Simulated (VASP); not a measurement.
The system is BaZrO3.

```
Ba Zr O
1.0
     4.20000    0.00000    0.00000
     0.00000    4.20000    0.00000
     0.00000    0.00000    4.20000
Ba Zr O
1 1 3
Direct
  0.00000 0.00000 0.00000
  0.50000 0.50000 0.50000
  0.50000 0.50000 0.00000
  0.00000 0.50000 0.50000
  0.50000 0.00000 0.50000
```

The cell was built by a generator and needn't be a form met in nature.

```yaml
Program: VASP 6.6.1
Task: relaxation of cell and atoms
Functional: LDA
Potentials_or_basis: VASP PAW LDA potentials, release 64 (Ba_sv, Zr_sv, O)
Cutoff: 600 eV
k_mesh: 6 × 6 × 6
Occupations: gaussian, width 0.02 eV
Spin: no spin polarisation
```

At the start: pressure -5.0 GPa; volume 14.82 Å³/atom.

Problem. Where does the relaxation end?

Solution. Over 3 steps the energy falls by 7.0 meV/atom and the volume is 14.38 Å³/atom (-3.0 %); space group Pm-3m (No. 221, to 0.05 Å).

The path:
```csv
step,energy change (eV),largest force (eV/Å),pressure (GPa),volume (Å³)
1,0.0000,0.0000,-4.96,74.09
2,0.0192,0.0000,6.96,69.28
3,-0.0352,0.0000,-0.05,71.89
```

Final structure:
```
Ba Zr O
1.0
     4.15804    0.00000    0.00000
     0.00000    4.15804    0.00000
     0.00000    0.00000    4.15804
Ba Zr O
1 1 3
Cartesian
  0.0000 0.0000 0.0000
  2.0790 2.0790 2.0790
  2.0790 2.0790 0.0000
  0.0000 2.0790 2.0790
  2.0790 0.0000 2.0790
```
